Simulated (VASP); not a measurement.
An input for Quantum ESPRESSO's pw.x (written as the equivalent of a VASP run, and not itself run):

```
&CONTROL
  calculation = 'scf'
  pseudo_dir = './pseudo'
  outdir = './out'
  tprnfor = .true.
  tstress = .true.
/
&SYSTEM
  ibrav = 0
  nat = 8
  ntyp = 2
  ecutwfc = 74
  occupations = 'smearing'
  smearing = 'fermi-dirac'
  degauss = 0.003675
  input_dft = 'pbesol'
/
&ELECTRONS
  conv_thr = 7.3e-08
  electron_maxstep = 100
/
ATOMIC_SPECIES
  Cl 35.450 Cl.upf
  Li 6.940 Li.upf
CELL_PARAMETERS angstrom
     3.5645430    0.0000000    0.0000000
    -3.5645430    3.5645430    0.0000000
     0.0000000    0.0000000   19.6264000
ATOMIC_POSITIONS crystal
  Cl   0.0000000  0.5000000  0.4352350
  Cl   0.0000000  0.0000000  0.3057110
  Cl   0.0000000  0.5000000  0.6942890
  Cl   0.0000000  0.0000000  0.5647650
  Li   0.0000000  0.0000000  0.4352350
  Li   0.0000000  0.5000000  0.3057110
  Li   0.0000000  0.0000000  0.6942890
  Li   0.0000000  0.5000000  0.5647650
K_POINTS automatic
  13 13 1 0 0 0
```

Write the VASP files for the same calculation (PBEsol).

Several could match; the one computed here: 
**KPOINTS**
```
Automatic mesh
0
Gamma
13 13 1
0 0 0
```

### INCAR
```
LCHARG=.FALSE.
ALGO=Normal   # blocked Davidson
GGA=PS
LWAVE=.FALSE.
EDIFF=1E-6
NELM=100   # most electronic steps
ENCUT=400   # plane-wave cut-off (eV)
SYSTEM=LiCl
ISMEAR=-1
SIGMA=0.05
PREC=Accurate
LREAL=.FALSE.   # projection in real space or not
LASPH=.TRUE.
ISIF=2   # forces and stress, cell fixed
```

### POSCAR
```
LiCl
1.0
  3.5645430000   0.0000000000   0.0000000000
 -3.5645430000   3.5645430000   0.0000000000
  0.0000000000   0.0000000000  19.6264000000
Cl Li
4 4
Cartesian
 -1.7822715000   1.7822715000   8.5420962040
  0.0000000000   0.0000000000   6.0000063704
 -1.7822715000   1.7822715000  13.6263936296
  0.0000000000   0.0000000000  11.0843037960
  0.0000000000   0.0000000000   8.5420962040
 -1.7822715000   1.7822715000   6.0000063704
  0.0000000000   0.0000000000  13.6263936296
 -1.7822715000   1.7822715000  11.0843037960
```

POTCAR, in this order: Cl Li_sv (PBE.64 set). Program: vasp_std.

What does not carry over: the potentials are each code's own (VASP's PAW set, PseudoDojo norm-conserving files in pw.x), so ENCUT and ecutwfc are chosen apart and not converted; conv_thr bounds pw.x's estimated SCF error, while EDIFF bounds the energy change between steps.

The cell is a sheet with vacuum, built from a database entry that may be metastable or hypothetical.
